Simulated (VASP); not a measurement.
Output of a VASP run:

### OSZICAR
```
       N       E                     dE             d eps       ncg     rms          rms(c)
DAV:   1     0.177093774711E+02    0.17709E+02   -0.30774E+03   320   0.744E+02
DAV:   2    -0.797158210944E+01   -0.25681E+02   -0.25176E+02   464   0.889E+01
DAV:   3    -0.874619939708E+01   -0.77462E+00   -0.77462E+00   384   0.203E+01
DAV:   4    -0.875122065135E+01   -0.50213E-02   -0.50213E-02   488   0.188E+00
DAV:   5    -0.875123261754E+01   -0.11966E-04   -0.11966E-04   400   0.708E-02    0.538E+00
DAV:   6    -0.838956677091E+01    0.36167E+00   -0.10456E+00   344   0.417E+00    0.318E+00
DAV:   7    -0.834294682158E+01    0.46620E-01   -0.23619E-01   440   0.223E+00    0.127E+00
DAV:   8    -0.833925252115E+01    0.36943E-02   -0.15687E-02   360   0.749E-01    0.226E-01
DAV:   9    -0.833949465852E+01   -0.24214E-03   -0.12331E-03   440   0.213E-01    0.129E-01
DAV:  10    -0.833973300528E+01   -0.23835E-03   -0.31958E-04   360   0.128E-01    0.147E-02
DAV:  11    -0.833974972833E+01   -0.16723E-04   -0.38208E-05   488   0.367E-02    0.166E-02
DAV:  12    -0.833975153436E+01   -0.18060E-05   -0.54842E-06   368   0.148E-02    0.943E-04
DAV:  13    -0.833975152276E+01    0.11600E-07   -0.13151E-07   272   0.259E-03
   1 F= -.83397515E+01 E0= -.83397515E+01  d E =-.833975E+01
```

File OUTCAR:
```
------------------------ aborting loop because EDIFF is reached ----------------------------------------
  FORCE on cell =-STRESS in cart. coord.  units (eV):
  Direction    XX          YY          ZZ          XY          YZ          ZX
  --------------------------------------------------------------------------------------
  Total        0.0022263      0.0022263      0.0022263      0.0000000      0.0000000     -0.0000000
  in kB        0.0660661      0.0660661      0.0660661      0.0000000      0.0000000     -0.0000000
  external PRESSURE =       0.0660661 kB  Pullay stress =       0.0000000 kB
  volume of cell :       53.99
      direct lattice vectors                 reciprocal lattice vectors
     0.000000000  2.999837586  2.999837586    -0.166675690  0.166675690  0.166675690
     2.999837586  0.000000000  2.999837586     0.166675690 -0.166675690  0.166675690
     2.999837586  2.999837586  0.000000000     0.166675690  0.166675690 -0.166675690
  FREE ENERGIE OF THE ION-ELECTRON SYSTEM (eV)
  ---------------------------------------------------
  free  energy   TOTEN  =        -8.3397515228 eV

  energy  without entropy=       -8.3397515226  energy(sigma->0) =       -8.33975152

 reached required accuracy - stopping structural energy minimisation
```
(Selected blocks of OUTCAR.)

File POSCAR:
```
InP
1
   -0.0000000000     2.9998375857     2.9998375857
    2.9998375857    -0.0000000000     2.9998375857
    2.9998375857     2.9998375857     0.0000000000
In P
1 1
Direct
  0.0000000000   0.0000000000   0.0000000000
  0.2500000000   0.2500000000   0.2500000000
```

Problem. Write an INCAR and KPOINTS that could have produced this output.

Solution. This is not unique; one that fits is the input of the run itself, PBE GGA, plane waves, VASP's PBE PAW potentials (set 64).

### INCAR
```
SYSTEM = InP
PREC = Accurate; ENCUT = 480; LREAL = .FALSE.
LASPH = .TRUE.
EDIFF = 1E-6; NELM = 100; ALGO = Normal
LMAXMIX = 4
ISMEAR = 0; SIGMA = 0.05
GGA = PE
IBRION = 2; NSW = 60; ISIF = 3
EDIFFG = -0.01
LWAVE = .FALSE.; LCHARG = .FALSE.
```

**KPOINTS**
```
Automatic mesh
0
Gamma
7 7 7
0 0 0
```

POTCAR, in this order: In P (PBE.64 set). Program: vasp_std.

The structure comes from a computed database's InP entry (F-43m); how it stands against other phases isn't given here. It was relaxed first. The start is the result of an earlier pass.
